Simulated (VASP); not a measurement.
OSZICAR of a VASP run on Na (bcc):

### OSZICAR
```
       N       E                     dE             d eps       ncg     rms          rms(c)
DAV:   1     0.196673566532E+02    0.19667E+02   -0.39176E+03   784   0.851E+02
DAV:   2    -0.109313859914E+01   -0.20760E+02   -0.20746E+02   826   0.137E+02
DAV:   3    -0.145688218594E+01   -0.36374E+00   -0.36374E+00  1043   0.260E+01
DAV:   4    -0.145956228460E+01   -0.26801E-02   -0.26801E-02   938   0.200E+00
DAV:   5    -0.145959362192E+01   -0.31337E-04   -0.31337E-04  1015   0.186E-01    0.209E-01
DAV:   6    -0.145818879315E+01    0.14048E-02   -0.93881E-04   945   0.539E-01    0.135E-01
DAV:   7    -0.145739005313E+01    0.79874E-03   -0.13360E-03   861   0.540E-01    0.220E-02
DAV:   8    -0.145737462001E+01    0.15433E-04   -0.95465E-05   889   0.220E-01    0.249E-03
DAV:   9    -0.145737489727E+01   -0.27726E-06   -0.33766E-07   532   0.861E-03
   1 F= -.14573749E+01 E0= -.14572404E+01  d E =-.145737E+01
```

Question: Which electronic solver shows in the log?

Answer: It is blocked Davidson (ALGO = Normal, or the opening steps of other solvers). The INCAR had ALGO = Normal.

Question: Can the final energy be trusted as converged?

Answer: Self-consistency was reached. It stopped with EDIFF = 1E-6, NELM = 100, NSW = 60 and EDIFFG = -0.01 after 1 ionic step (LDA (Ceperley-Alder, Perdew-Zunger), plane waves, VASP's LDA PAW potentials (set 64)).

The compound is Na in the bcc structure. It was relaxed first, which changed the volume by -14 %. The start is the result of an earlier pass.
